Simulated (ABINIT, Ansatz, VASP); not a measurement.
**One structure in several programs: MgTl (Pm-3m, 2 atoms in the cell)**

Self-consistent single point.

```yaml
crystal:
  lattice:
    - [3.63780, 0.00000, 0.00000]
    - [0.00000, 3.63780, 0.00000]
    - [0.00000, 0.00000, 3.63780]
  atoms:
    - { symbol: Mg, position: [0.00000, 0.00000, 0.00000] }
    - { symbol: Tl, position: [0.50000, 0.50000, 0.50000] }
```

Shared settings, as Ansatz (an electronic-structure program) writes them: kpoints.mp_grid.grid = 7 7 7; scf.occupations.method = gaussian; scf.occupations.width = 0.272 eV. Potentials and cutoffs stand in the table.

| code | model | pressure (GPa) | cutoff |
|---|---|---|---|
| ABINIT | LDA (PW92), norm-conserving pseudopotentials (PseudoDojo nc-sr-04 LDA standard) | -2.65 | 1143 eV |
| VASP | LDA (PZ), VASP's LDA PAW potentials (set 64) | -3.24 | 300 eV |
| Ansatz | LDA (PW92), default PAW files made with PBE | -2.68 | default |

On Ansatz's run: spin-orbit coupling is off.

The spread over the programs that give each value: pressure within 0.59 GPa.

Ansatz's pressure is given at a fixed set of plane waves, as the other plane-wave codes print theirs. The same LDA comes in different parametrisations, which differ slightly.

VASP's run is marked for a possible Pulay error in its stress at this cutoff; no cutoff test was made.

The starting cell comes from a database of computed structures (which also holds hypothetical and non-ambient phases and stackings), without a prior relaxation at this level.

Left out of this page: GPAW, CP2K, Elk, FLEUR and SIESTA (not drawn, or without a comparable value).

Keys are those of Ansatz 0.2.
